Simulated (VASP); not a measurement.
```xyz
3
Lattice="0.0000 2.6994 2.6994 2.6994 0.0000 2.6994 2.6994 2.6994 0.0000" Properties=species:S:1:pos:R:3 pbc="T T T"
Si     1.3497     1.3497     1.3497
Si     4.0492     4.0492     4.0492
Ni     0.0000     0.0000     0.0000
```

The numbers are results of PBEsol GGA, VASP's PBE PAW potentials (set 64) (plane waves; VASP), not measurements. Numerical set-up: PREC = Normal, EDIFF = 1E-5, 400 eV cut-off, 13×13×13 Γ-centred mesh, first-order Methfessel-Paxton smearing of 0.10 eV, potentials Si Ni.

Task: Give the stress tensor in GPa (positive for a compressed cell).

Result: 
```
-3.04   0.00   0.00
 0.00  -3.04   0.00
 0.00   0.00  -3.04
```
The pressure is its mean diagonal, -3.04 GPa.

The compound is NiSi2 in the fluorite structure. It was relaxed first. The run is not spin-polarised, so no magnetic state was tried.
